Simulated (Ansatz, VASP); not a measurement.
# Cross-check of Se (Selenium) between VASP and Ansatz, part 2 of 2

Wanted: the spread between two codes on one cell, functional and k mesh. The cell is taken from a series of runs on this material, whose earlier steps may have relaxed, scaled, displaced or heated it; both programs get it as it stands.

VASP 6.6.1 and Ansatz 0.2.0.

So far. Step 5 (VASP: single point, PBE, spin-orbit coupling, pair 2): The run ends at a pressure of 0.18 GPa, with forces up to 0.043 eV/Å. Step 6 (Ansatz: single point, PBE, spin-orbit coupling, pair 2): The run ends at a pressure of 0.08 GPa, with forces up to 0.015 eV/Å.

## Step 9: Ansatz: single point, PBE, spin-orbit coupling, pair 3

Level of this step: Ansatz beside VASP: Kohn-Sham DFT, plane waves, PBE, spin-orbit coupling (Ansatz).

With cell and atoms fixed, the geometry can't cause a difference; cores, projectors, grids and the points listed under the comparison can.

The cell is taken from a series of runs on this material, whose earlier steps may have relaxed, scaled, displaced or heated it; both programs get it as it stands.

Input file input.yaml:

```yaml
crystal:
  lattice:
    - [4.5224123658, 0.0, 0.0]
    - [-2.2612061829, 3.9165239952, 0.0]
    - [0.0, 0.0, 5.0447135253]
  atoms:
    - { symbol: Se, position: [0.2187656586, 0.0, 0.3333333333] }
    - { symbol: Se, position: [0.0, 0.2187656586, 0.6666666667] }
    - { symbol: Se, position: [0.7812343414, 0.7812343414, 0.0] }
kpoints:
  mp_grid: { grid: [9, 9, 6] }
  band_path:
    path:
      - [[0.0, 0.0, 0.0], [0.5, 0.0, 0.0], [0.33333333, 0.33333333, 0.0], [0.0, 0.0, 0.0], [0.0, 0.0, 0.5], [0.5, 0.0, 0.5], [0.33333333, 0.33333333, 0.5], [0.0, 0.0, 0.5]]
      - [[0.5, 0.0, 0.5], [0.5, 0.0, 0.0]]
      - [[0.33333333, 0.33333333, 0.5], [0.33333333, 0.33333333, 0.0]]
    npoints: 8
hamiltonian:
  xc: pbe
  pseudopotentials: { kind: paw_fr }
scf:
  occupations: { method: gaussian, width: 0.01 }
  n_extra_bands: 18
output:
  eigenvalues: true
  boltztrap: { nscf_kmesh: [18, 18, 10] }
magnetization:
  noncollinear: true
  spin_orbit: true
checkpoint:
  read: start.run
  write: ck
  compress: false
  write_wavefunctions: false
  write_every: 100000
```

Started as:

```bash
$ ansatz run input.yaml --threads 2 --pin off --max-ram 5120MiB --backend cpu --events-out ev --progress --plain --runs-dir out
```

Numbers of over 12 decimals in the logs are rounded to 6 here.

What it wrote:

```text
[...]
Crystal: 3 atoms, lattice volume = 89.353 Å³
Basis set: ecut = 420 eV, 1787 PW (Γ)
Bands: 66, of which v1, the nominal top of the filled ones, is band 48 counted from 1 (47 counted from 0)
Symmetry: 6 space group operations + 6 with time reversal
[...]
k-points: 62 of 486 (time reversal used)
[...]
k-point 0: bands = [... 44 lower, 3.8592, 3.8592, 5.3742, 5.3742, 7.5728, 7.5728, 7.6712, 7.6712, ... 14 higher]
  k-point 1: bands = [... 44 lower, 4.0333, 4.1271, 5.1721, 5.1856, 7.3907, 7.4070, 7.4337, 7.5346, ... 14 higher]
  k-point 2: bands = [... 44 lower, 4.4660, 4.5476, 4.7278, 4.7758, 7.0706, 7.1062, 7.1487, 7.2452, ... 14 higher]
  k-point 61: bands = [... 44 lower, 5.3883, 5.3883, 5.5647, 5.5894, 6.7155, 6.7155, 8.3606, 8.3858, ... 14 higher]
[key lines of the parts left out:]
SCF converged after 3 iterations
Magnetization: |M| = 0.0000 μB,  M = (+0.0000, +0.0000, +0.0000) μB
Free energy (F): -16407.740364 eV
Fermi energy:    6.206595 eV
```

## Step 10: VASP: single point, PBE, spin-orbit coupling, pair 3

The same cell, functional, mesh and smearing now go to VASP, with its own data sets.

Input file INCAR:

```
SYSTEM = Se
PREC = Accurate
ENCUT = 400
EDIFF = 1E-06
NELM = 200
ISMEAR = 0
SIGMA = 0.01
LREAL = .FALSE.
ALGO = Normal
GGA = PE
LNONCOLLINEAR = .TRUE.
MAGMOM = 0 0 0 0 0 0 0 0 0
NBANDS = 30
GGA_COMPAT = .FALSE.
LASPH = .TRUE.
LSORBIT = .TRUE.
LORBIT = 11
LWAVE = .FALSE.
LCHARG = .FALSE.
ISIF = 2
EFERMI = MIDGAP
KPAR = 2
```

Input file POSCAR:

```
Se
1.0
    4.5224123658      0.0000000000      0.0000000000
   -2.2612061829      3.9165239952      0.0000000000
    0.0000000000      0.0000000000      5.0447135253
Se
3
Direct
    0.2187656586      0.0000000000      0.3333333333
    0.0000000000      0.2187656586      0.6666666667
    0.7812343414      0.7812343414      0.0000000000
```

Input file KPOINTS:

```
Automatic mesh
0
Gamma
9 9 6
0 0 0
```

Potentials, in the order of the species: Se (PBE family, release 64).

Started as:

```bash
$ mpirun -np 2 vasp_ncl
```

What it wrote:

```text
[... set-up lines as in an earlier step ...]
 entering main loop
       N       E                     dE             d eps       ncg     rms          rms(c)
DAV:   1     0.812290839224E+02    0.81229E+02   -0.60892E+03  5760   0.806E+02
DAV:   2    -0.396964680378E+01   -0.85199E+02   -0.81937E+02  7456   0.158E+02
DAV:   3    -0.105962704072E+02   -0.66266E+01   -0.65692E+01  7200   0.476E+01
DAV:   4    -0.106651261362E+02   -0.68856E-01   -0.68800E-01  7008   0.570E+00
[...]
DAV:  11    -0.105791924927E+02   -0.13436E-04   -0.91229E-06  7230   0.201E-02    0.101E-02
DAV:  12    -0.105791972397E+02   -0.47470E-05   -0.38819E-06  6536   0.131E-02    0.418E-03
DAV:  13    -0.105791980959E+02   -0.85618E-06   -0.68677E-07  4806   0.532E-03
   1 F= -.10579198E+02 E0= -.10579198E+02  d E =0.000000E+00  mag=    -0.0000    -0.0000    -0.0000
```

From OUTCAR (step 10):

```text
  Total        0.0667240      0.0667240      0.1227568      0.0000000     -0.0000000     -0.0000000
  in kB        1.1964236      1.1964236      2.2011449      0.0000000     -0.0000000     -0.0000000
  external PRESSURE =       1.5313307 kB  Pullay stress =       0.0000000 kB

 POSITION                                       TOTAL-FORCE (eV/Angst)
 -----------------------------------------------------------------------------------
      0.98935      0.00000      1.68157         0.043937     -0.000000      0.000000
     -0.49467      0.85680      3.36314        -0.021968      0.038051     -0.000000
      1.76653      3.05972      0.00000        -0.021968     -0.038051      0.000000
 -----------------------------------------------------------------------------------
    total drift:                               -0.000000     -0.000000      0.000000

  FREE ENERGIE OF THE ION-ELECTRON SYSTEM (eV)
  ---------------------------------------------------
  free  energy   TOTEN  =       -10.5791980959 eV

  energy  without entropy=      -10.5791980959  energy(sigma->0) =      -10.57919810

 magnetization (x)
# of ion       s       p       d       tot
------------------------------------------
    1        0.000  -0.000   0.000  -0.000
    2       -0.000   0.000  -0.000   0.000
    3       -0.000   0.000  -0.000   0.000
--------------------------------------------------
tot          0.000  -0.000  -0.000  -0.000

 magnetization (y)
# of ion       s       p       d       tot
------------------------------------------
    1        0.000   0.000  -0.000   0.000
    2        0.000  -0.000   0.000  -0.000
    3       -0.000   0.000  -0.000   0.000
--------------------------------------------------
tot          0.000   0.000  -0.000   0.000

 magnetization (z)
# of ion       s       p       d       tot
------------------------------------------
    1       -0.000   0.000   0.000  -0.000
    2        0.000   0.000  -0.000   0.000
    3        0.000  -0.000  -0.000  -0.000
--------------------------------------------------
tot         -0.000   0.000  -0.000  -0.000

[... 2 parts as in an earlier step ...]

[... 1 further part left out ...]
[key lines of the parts left out:]
E-fermi :   2.3494
```

The run ends at a pressure of 0.15 GPa, with forces up to 0.044 eV/Å.

## Step 11: Side by side

What differs besides the data sets and the points named for the pairs above, as far as they apply: the data sets hold 48 valence electrons in Ansatz (on its fully relativistic PAW (standard-fr) files) and 18 in VASP. Total energies have different zeros and are not compared.

The two programs side by side:

```tsv
quantity	Ansatz	VASP	difference
gap on the k mesh (eV)	1.018	1.007	+0.011
```

A gap on the mesh is an upper bound, since the band edges may lie between its points.

## Step 12: What came out

```json
{
 "difference in gap on the k mesh (single point, PBE)": "0.011 eV",
 "r.m.s. force difference (single point, PBE, spin-orbit coupling, pair 2)": "16 meV/Å",
 "difference in gap on the k mesh (single point, PBE, spin-orbit coupling, pair 3)": "0.011 eV"
}
```

The r.m.s. force difference is 16 meV/Å (single point, PBE, spin-orbit coupling, pair 2), beyond the 12 meV/Å picked in this series as the mark of a large difference. The data sets hold unlike numbers of valence electrons (48 in Ansatz and 18 in VASP), so part of the differences comes from the potentials. Single point, PBE, spin-orbit coupling, pair 2, VASP with the data sets Se_sv_GW and a cutoff of 620 eV: r.m.s. force difference goes from 16 to 1.2 meV/Å; the difference in pressure goes from -0.10 to 1.5 GPa; the difference in gap on the k mesh goes from 0.011 to -0.0031 eV. Such differences can come from data sets, numerical settings and the points named under the comparisons, not from the functional's error against experiment.

[Lines on the potential files, build, host, timing and source positions are cut from VASP's logs without a mark.]

[Logs are printed without paths, hosts, clocks, repeated set-up lines and the standing remarks that a program may print on its own settings, such as how far it seeks lower states.]

[Hosts, paths, dates, database ids (printed as entryN), source tags and the programs' standing remarks are cut or masked in the printed files.]
